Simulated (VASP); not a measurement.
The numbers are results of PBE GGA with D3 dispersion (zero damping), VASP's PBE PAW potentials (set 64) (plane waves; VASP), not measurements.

VASP ran on this input.

### POSCAR
```
PtAl2
1
    0.0000000000     2.8793641871     2.8793641871
    2.8793641871     0.0000000000     2.8793641871
    2.8793641871     2.8793641871     0.0000000000
Al Pt
2 1
Direct
  0.2500000000   0.2500000000   0.2500000000
  0.7500000000   0.7500000000   0.7500000000
  0.0000000000   0.0000000000   0.0000000000
```

### KPOINTS
```
Automatic mesh
0
Gamma
9 9 9
0 0 0
```

INCAR:
```
! general
SYSTEM  = PtAl2
PREC    = Accurate
ENCUT   = 520
LREAL   = F
LASPH   = T

! electronic loop
EDIFF   = 1E-7
NELM    = 100
ALGO    = Normal
LMAXMIX = 6

! smearing
ISMEAR  = 1
SIGMA   = 0.1

! functional
GGA     = PE
IVDW    = 11

! ions
ISIF    = 2

! output
LWAVE   = F
LCHARG  = F
```

POTCAR, in this order: Al Pt (PBE.64 set). Program: vasp_std.

Output

### OUTCAR
```
 ion  position               nearest neighbor table
   1  0.250  0.250  0.250-   3 2.49   3 2.49   3 2.49   3 2.49   2 2.88   2 2.88   2 2.88   2 2.88
                             2 2.88   2 2.88
   2  0.750  0.750  0.750-   3 2.49   3 2.49   3 2.49   3 2.49   1 2.88   1 2.88   1 2.88   1 2.88
                             1 2.88   1 2.88
   3  0.000  0.000  0.000-   2 2.49   2 2.49   2 2.49   1 2.49   2 2.49   1 2.49   1 2.49   1 2.49
  LATTYP: Found a face centered cubic cell.
 ALAT       =     5.7587283742
 Subroutine PRICEL returns:
 Original cell was already a primitive cell.
 Subroutine GETGRP returns: Found 48 space group operations
The static configuration has the point symmetry O_h .
The dynamic configuration has the point symmetry O_h .
 Subroutine INISYM returns: Found 48 space group operations
 Subroutine IBZKPT returns following result:
 Found     35 irreducible k-points:

 Following reciprocal coordinates:
            Coordinates               Weight
  0.000000  0.000000  0.000000      1.000000
  0.111111  0.000000  0.000000      8.000000
  0.222222  0.000000  0.000000      8.000000
  0.333333  0.000000  0.000000      8.000000
  0.444444  0.000000  0.000000      8.000000
  0.111111  0.111111  0.000000      6.000000
  0.222222  0.111111  0.000000     24.000000
  0.333333  0.111111  0.000000     24.000000
  0.444444  0.111111  0.000000     24.000000
 -0.444444  0.111111  0.000000     24.000000
 -0.333333  0.111111  0.000000     24.000000
 -0.222222  0.111111  0.000000     24.000000
 -0.111111  0.111111  0.000000     12.000000
  0.222222  0.222222  0.000000      6.000000
  0.333333  0.222222  0.000000     24.000000
  0.444444  0.222222  0.000000     24.000000
 -0.444444  0.222222  0.000000     24.000000
 -0.333333  0.222222  0.000000     24.000000
 -0.222222  0.222222  0.000000     12.000000
  0.333333  0.333333  0.000000      6.000000
  0.444444  0.333333  0.000000     24.000000
...
```

**OSZICAR**
```
       N       E                     dE             d eps       ncg     rms          rms(c)
DAV:   1     0.556441378383E+02    0.55644E+02   -0.69684E+03   848   0.115E+03
DAV:   2    -0.147702280219E+02   -0.70414E+02   -0.63456E+02  1004   0.199E+02
DAV:   3    -0.166561565232E+02   -0.18859E+01   -0.18663E+01  1068   0.321E+01
DAV:   4    -0.166731245623E+02   -0.16968E-01   -0.16964E-01  1004   0.351E+00
DAV:   5    -0.166733806245E+02   -0.25606E-03   -0.25605E-03  1064   0.456E-01    0.991E+00
DAV:   6    -0.161651044472E+02    0.50828E+00   -0.24596E+00   976   0.156E+01    0.257E+00
DAV:   7    -0.160879781755E+02    0.77126E-01   -0.15548E-01   932   0.408E+00    0.186E+00
DAV:   8    -0.160566470609E+02    0.31331E-01   -0.25283E-02   964   0.163E+00    0.247E-01
DAV:   9    -0.160567058998E+02   -0.58839E-04   -0.15714E-03  1004   0.390E-01    0.163E-01
DAV:  10    -0.160568144282E+02   -0.10853E-03   -0.28992E-04   944   0.146E-01    0.153E-02
DAV:  11    -0.160568125860E+02    0.18422E-05   -0.11815E-05   992   0.374E-02    0.700E-03
DAV:  12    -0.160568137738E+02   -0.11878E-05   -0.35826E-06   924   0.148E-02    0.222E-03
DAV:  13    -0.160568137568E+02    0.16980E-07   -0.46246E-07  1044   0.708E-03
   1 F= -.17202727E+02 E0= -.17202839E+02  d E =0.336133E-03
```

**OUTCAR**
```
------------------------ aborting loop because EDIFF is reached ----------------------------------------
 Edisp (eV)   -1.14591
  FORCE on cell =-STRESS in cart. coord.  units (eV):
  Direction    XX          YY          ZZ          XY          YZ          ZX
  --------------------------------------------------------------------------------------
  Total       2.99310     2.99310     2.99310    -0.00000    -0.00000    -0.00000
  in kB     100.44133   100.44133   100.44133    -0.00000    -0.00000    -0.00000
  external pressure =      100.44 kB  Pullay stress =        0.00 kB
  volume of cell :       47.74
      direct lattice vectors                 reciprocal lattice vectors
     0.000000000  2.879364187  2.879364187    -0.173649447  0.173649447  0.173649447
     2.879364187  0.000000000  2.879364187     0.173649447 -0.173649447  0.173649447
     2.879364187  2.879364187  0.000000000     0.173649447  0.173649447 -0.173649447
 POSITION                                       TOTAL-FORCE (eV/Angst)
 -----------------------------------------------------------------------------------
      1.43968      1.43968      1.43968         0.000000      0.000000      0.000000
      4.31905      4.31905      4.31905        -0.000000     -0.000000      0.000000
      0.00000      0.00000      0.00000        -0.000000      0.000000     -0.000000
 -----------------------------------------------------------------------------------
    total drift:                                0.000000     -0.000000     -0.000000
  FREE ENERGIE OF THE ION-ELECTRON SYSTEM (eV)
  ---------------------------------------------------
  free  energy   TOTEN  =       -17.2027266483 eV

  energy  without entropy=      -17.2030627809  energy(sigma->0) =      -17.20283869
```
(Selected blocks of OUTCAR.)

The compound is PtAl2 in the fluorite structure. This cell is one point of a volume scan, at 0.94 of the reference volume.
